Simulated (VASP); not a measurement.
Consider the following.

```
CELL_PARAMETERS angstrom
      0.00000     1.94500     1.94500
      1.94500     0.00000     1.94500
      1.94500     1.94500     0.00000
ATOMIC_POSITIONS crystal
  Pd 0.00000 0.00000 0.00000
```

Level of theory: PBE GGA, VASP's PBE PAW potentials (set 64) (plane waves; VASP). Run with 400 eV cut-off, 14×14×14 Γ-centred mesh, second-order Methfessel-Paxton smearing of 0.020 eV, potentials Pd.

Question: Estimate the energy per atom (σ→0), pressure, band gap (on the k-mesh) with the smallest direct gap where there is one.

Answer: 
```
Item                                                         Value
------------------------  ----------------------------------------
band gap (on the k-mesh)  none (metal, semimetal or under 0.01 eV)
energy per atom (σ→0)                               -5.192 eV/atom
pressure                                                 69.4 kbar
```

The compound is Pd in the fcc structure. The cell was not relaxed at this level. The run is one of a series of settings (ISMEAR = 2, SIGMA = 0.02 against the base run), some of them coarse on purpose.
